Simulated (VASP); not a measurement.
An input for Quantum ESPRESSO's pw.x (written as the equivalent of a VASP run, and not itself run):

```
&CONTROL
  calculation = 'vc-relax'
  pseudo_dir = './pseudo'
  outdir = './out'
  tprnfor = .true.
  tstress = .true.
  nstep = 50
  forc_conv_thr = 0.00039
/
&SYSTEM
  ibrav = 0
  nat = 3
  ntyp = 2
  ecutwfc = 74
  occupations = 'smearing'
  smearing = 'fermi-dirac'
  degauss = 0.000735
  input_dft = 'pbesol'
/
&ELECTRONS
  conv_thr = 7.3e-08
  electron_maxstep = 100
/
&IONS
/
&CELL
/
ATOMIC_SPECIES
  K 39.098 K.upf
  S 32.060 S.upf
CELL_PARAMETERS angstrom
     0.0000000    3.7416800    3.7416800
     3.7416800    0.0000000    3.7416800
     3.7416800    3.7416800    0.0000000
ATOMIC_POSITIONS crystal
  K    0.2500000  0.2500000  0.2500000
  K    0.7500000  0.7500000  0.7500000
  S    0.0000000  0.0000000  0.0000000
K_POINTS automatic
  6 6 6 0 0 0
```

**Question.** Write the VASP files for the same calculation (PBEsol).

**Answer.** One answer among several that fit: 
KPOINTS:
```
Automatic mesh
0
Gamma
6 6 6
0 0 0
```

POSCAR:
```
K2S
1.0
  0.0000000000   3.7416800000   3.7416800000
  3.7416800000   0.0000000000   3.7416800000
  3.7416800000   3.7416800000   0.0000000000
K S
2 1
Direct
  0.2500000000   0.2500000000   0.2500000000
  0.7500000000   0.7500000000   0.7500000000
  0.0000000000   0.0000000000   0.0000000000
```

**INCAR**
```
# general
SYSTEM=K2S
PREC  =Accurate
ENCUT =300   # plane-wave cut-off (eV)
LREAL =.FALSE.   # projection in real space or not
LASPH =.TRUE.

# electronic loop
EDIFF =1E-6   # SCF stop (eV)
NELM  =100   # most electronic steps
ALGO  =Normal

# smearing
ISMEAR=-1
SIGMA =0.01   # width (eV)

# functional
GGA   =PS   # PBEsol

# ions
IBRION=2
NSW   =50
ISIF  =3   # ions, shape and volume
EDIFFG=-0.01

# output
LWAVE =.FALSE.
LCHARG=.FALSE.
```

POTCAR, in this order: K_sv S (PBE.64 set). Program: vasp_std.

The two are equivalent in intent, not identical: the potentials are each code's own (VASP's PAW set, PseudoDojo norm-conserving files in pw.x), so ENCUT and ecutwfc are chosen apart and not converted; conv_thr bounds pw.x's estimated SCF error, while EDIFF bounds the energy change between steps; forc_conv_thr acts on force components and is met together with etot_conv_thr.

The structure is a typed K2S crystal. This run relaxes it. Symmetry was kept, so distortions that lower it aren't found. The run is one of a series of settings (EDIFFG = -0.01, IBRION = 2, ISIF = 3, NSW = 50 against the base run), some of them coarse on purpose.
